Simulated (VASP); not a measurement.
An input for Quantum ESPRESSO's pw.x (written as the equivalent of a VASP run, and not itself run):

```
&CONTROL
  calculation = 'scf'
  pseudo_dir = './pseudo'
  outdir = './out'
  tprnfor = .true.
  tstress = .true.
/
&SYSTEM
  ibrav = 0
  nat = 4
  ntyp = 3
  ecutwfc = 96
  occupations = 'smearing'
  smearing = 'gaussian'
  degauss = 0.003675
  input_dft = 'pbe'
  nspin = 2
  starting_magnetization(1) = 0.5
  starting_magnetization(2) = -0.5
/
&ELECTRONS
  conv_thr = 7.3e-08
  electron_maxstep = 100
/
ATOMIC_SPECIES
  Mn1 54.938 Mn.upf
  Mn2 54.938 Mn.upf
  S 32.060 S.upf
CELL_PARAMETERS angstrom
     5.2200000    2.6100000    2.6100000
     2.6100000    5.2200000    2.6100000
     2.6100000    2.6100000    5.2200000
ATOMIC_POSITIONS crystal
  Mn1  0.0000000  0.0000000  0.0000000
  Mn2  0.5000000  0.5000000  0.5000000
  S    0.2500000  0.2500000  0.2500000
  S    0.7500000  0.7500000  0.7500000
K_POINTS automatic
  7 7 7 0 0 0
```

Q: Write the VASP files for the same calculation (PBE).

A: One answer among several that fit: 
File POSCAR:
```
MnS
1
    5.2200000000     2.6100000000     2.6100000000
    2.6100000000     5.2200000000     2.6100000000
    2.6100000000     2.6100000000     5.2200000000
Mn S
2 2
Direct
  0.0000000000   0.0000000000   0.0000000000
  0.5000000000   0.5000000000   0.5000000000
  0.2500000000   0.2500000000   0.2500000000
  0.7500000000   0.7500000000   0.7500000000
```

### KPOINTS
```
Automatic mesh
0
Gamma
7 7 7
0 0 0
```

INCAR:
```
SYSTEM = MnS
PREC = Accurate
ENCUT = 400
EDIFF = 1E-6
NELM = 100
ALGO = Normal
LREAL = .FALSE.
LASPH = .TRUE.
ISMEAR = 0
SIGMA = 0.05
GGA = PE
LMAXMIX = 4
ISPIN = 2
MAGMOM = 5.0 -5.0 0.0 0.0
LORBIT = 10
LWAVE = .FALSE.
LCHARG = .FALSE.
ISIF = 2
```

POTCAR, in this order: Mn_pv S (PBE.64 set). Program: vasp_std.

What does not carry over: the potentials are each code's own (VASP's PAW set, PseudoDojo norm-conserving files in pw.x), so ENCUT and ecutwfc are chosen apart and not converted; conv_thr bounds pw.x's estimated SCF error, while EDIFF bounds the energy change between steps; starting_magnetization is a fraction of the valence charge and MAGMOM a moment in μB, so they match only roughly.

The compound is MnS in the rock salt, AFM-II order structure. The cell was not relaxed at this level. The run is one of a series of settings (KPOINTS 7×7×7 Γ-centred mesh against the base run), some of them coarse on purpose.
